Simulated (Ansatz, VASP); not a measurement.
Given: the input of a run of Ansatz 0.2.0 on NaBe2Se2. The cell comes from a database or a generator and needn't be the stable form of this composition.

File input.yaml:

```yaml
crystal:
  lattice:
    - [3.67228, 0.0, 0.0]
    - [-1.83614, 3.18028, 0.0]
    - [0.0, 0.0, 8.01116]
  atoms:
    - { symbol: Na, position: [0.0, 0.0, 0.5] }
    - { symbol: Be, position: [0.33333, 0.66667, 0.14639] }
    - { symbol: Be, position: [0.33333, 0.66667, 0.85361] }
    - { symbol: Se, position: [0.66667, 0.33333, 0.22852] }
    - { symbol: Se, position: [0.66667, 0.33333, 0.77148] }
hamiltonian:
  xc: pbesol
  pseudopotentials: { kind: paw }
kpoints:
  mp_grid: { grid: [6, 6, 3] }
scf:
  occupations: { method: fermi_dirac, width: 0.05 }
output:
  forces: true
  stress: true
  eigenvalues: true
relax:
  f_tol: 0.01
  max_steps: 40
  cell: { stress_tol: 0.05 }
```

Potentials or basis: Ansatz PAW.

Command:

```console
$ ansatz run input.yaml --threads 2 --pin off --max-ram 5632MiB --backend cpu --events-out ev --progress --plain --runs-dir out
```

Task: Set up the same calculation for VASP 6.6.1. Potentials or basis there: PBE PAW files Be, Na_pv, Se, 600 eV.

Result: As run (cutoffs and basis follow the program's own potentials, and thresholds, step limits or extra output files can differ):

The input INCAR:

```
SYSTEM = NaBe2Se2
ALGO = Fast ; EDIFF = 1E-6
EDIFFG = -0.005 ; ENCUT = 600
GGA = PS ; IBRION = 2
ISIF = 3 ; ISMEAR = -1
LASPH = .TRUE. ; LCHARG = .FALSE.
LREAL = .FALSE. ; LWAVE = .FALSE.
NELM = 60 ; NSW = 40
PREC = Accurate ; SIGMA = 0.05
```

KPOINTS

```
k-points
0
G
  6 6 3
  0 0 0
```

The input POSCAR:

```
NaBe2Se2
1.0
    3.6722800000      0.0000000000      0.0000000000
   -1.8361400000      3.1802800000      0.0000000000
    0.0000000000      0.0000000000      8.0111600000
Na Be Se
1 2 2
Direct
    0.0000000000      0.0000000000      0.5000000000
    0.3333300000      0.6666700000      0.1463900000
    0.3333300000      0.6666700000      0.8536100000
    0.6666700000      0.3333300000      0.2285200000
    0.6666700000      0.3333300000      0.7714800000
```

Potentials or basis: VASP PAW PBE potentials, release 64 (Na_pv, Be, Se).

Command:

```bash
$ cat potpaw_PBE.64/Na_pv/POTCAR potpaw_PBE.64/Be/POTCAR potpaw_PBE.64/Se/POTCAR > POTCAR
$ mpirun -np 1 vasp_std > vasp.out
```

Both were run:

|  | Ansatz | VASP |
| --- | --- | --- |
| Relaxed volume | 18.15 Å³/atom | 18.22 Å³/atom |
| Relaxed cell | a = 3.641 Å, b = 3.641 Å, c = 7.907 Å, α = 90.00°, β = 90.00°, γ = 120.00° | a = 3.645 Å, b = 3.645 Å, c = 7.917 Å, α = 90.00°, β = 90.00°, γ = 120.00° |
| Space group after relaxing | P-6m2 (No. 187) | P-6m2 (No. 187) |
| Pressure after relaxing | 0.0 GPa | 0.0 GPa |

Ansatz's pressure holds a Pulay term of +0.01 GPa for its cutoff of 420 eV, which the other run lacks.

The potentials hold 45 and 23 valence electrons a cell.

Ansatz's potentials were made for PBE. VASP's potentials were made for PBE.

Where Ansatz's input types no cutoff or centring, it takes its own default and a Γ-centred mesh.

Pressure is positive in compression.
